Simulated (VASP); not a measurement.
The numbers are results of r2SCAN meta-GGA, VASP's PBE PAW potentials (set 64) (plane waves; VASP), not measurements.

VASP input:

**POSCAR**
```
Ho
1
    1.8049619753    -3.1262859028     0.0000000000
    1.8049619753     3.1262859028     0.0000000000
    0.0000000000     0.0000000000     5.4988947768
Ho
2
Direct
  0.3333330000   0.6666670000   0.2500000000
  0.6666670000   0.3333330000   0.7500000000
```

INCAR:
```
NELM=100   # most electronic steps
LMIXTAU=.True.
LASPH=.True.   # aspherical one-centre terms
SYSTEM=Ho
ENCUT=480   # plane-wave cut-off (eV)
LMAXMIX=6   # l cut-off of mixed one-centre charges
EDIFFG=-0.01   # ionic stop
ISMEAR=1
SIGMA=0.1   # width (eV)
IBRION=2
LWAVE=.False.
EDIFF=1E-7   # SCF stop (eV)
PREC=Accurate
LCHARG=.False.
NSW=30   # most ionic steps
METAGGA=R2SCAN
ALGO=Normal   # blocked Davidson
LREAL=.False.
ISIF=2   # forces and stress, cell fixed
```

**KPOINTS**
```
K-points
0
gamma
12 12 6
```

POTCAR, in this order: Ho_3 (PBE.64 set). Program: vasp_std.

The 4f electrons are frozen in the core of the lanthanide potential, so 4f levels, which can set the real gap, and their magnetism are missing.

What does the run give for the energy per atom (σ→0), band gap (on the k-mesh)?

The energy per atom (σ→0) is -3171.9 kJ/mol of atoms and the band gap (on the k-mesh) is none (metal, semimetal or under 0.01 eV).

**OSZICAR**
```
...
DAV:  21    -0.657487856379E+02   -0.92482E-05   -0.90801E-06  2402   0.400E-02    0.174E-02
DAV:  22    -0.657487774804E+02    0.81575E-05   -0.78966E-06  2652   0.345E-02    0.194E-03
DAV:  23    -0.657487803864E+02   -0.29059E-05   -0.96292E-07  3340   0.119E-02    0.221E-03
DAV:  24    -0.657487799065E+02    0.47988E-06   -0.20437E-07  2029   0.393E-03    0.992E-04
DAV:  25    -0.657487804642E+02   -0.55769E-06   -0.12357E-07  1769   0.333E-03    0.146E-03
DAV:  26    -0.657487802319E+02    0.23232E-06   -0.18344E-08  1258   0.299E-03    0.118E-03
DAV:  27    -0.657487801849E+02    0.46945E-07   -0.83567E-09  1243   0.182E-03
   1 F= -.65748780E+02 E0= -.65749064E+02  d E =-.657488E+02
```

The compound is Ho in the hcp structure. This cell was strained or had an atom moved on purpose.
